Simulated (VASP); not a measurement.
Energy against volume of CuI (zinc blende). Level of theory: revPBE GGA, VASP's PBE PAW potentials (set 64) (plane waves; VASP). Run with 520 eV cut-off, 8×8×8 Γ-centred mesh, Gaussian smearing of 0.050 eV, potentials Cu I.

| V (Å³/atom) | E (eV/atom) |
|---|---|
| 27.495 | -2.46349 |
| 28.373 | -2.47309 |
| 29.251 | -2.47611 |
| 30.128 | -2.47371 |

### Question
Fit these four points and predict the energy of the run at 31.006 Å³/atom.

### Answer
A cubic in V^(−2/3), the third-order Birch-Murnaghan form, passes through the four points with V0 = 29.27 Å³/atom and B0 = 33 GPa, and gives -2.4668 eV/atom there. The run gave -2.4668 eV/atom, +0.0 meV/atom from the fit; all five points give B0 = 33 GPa.

The compound is CuI in the zinc blende structure. It was relaxed first, which changed the volume by +6 %.
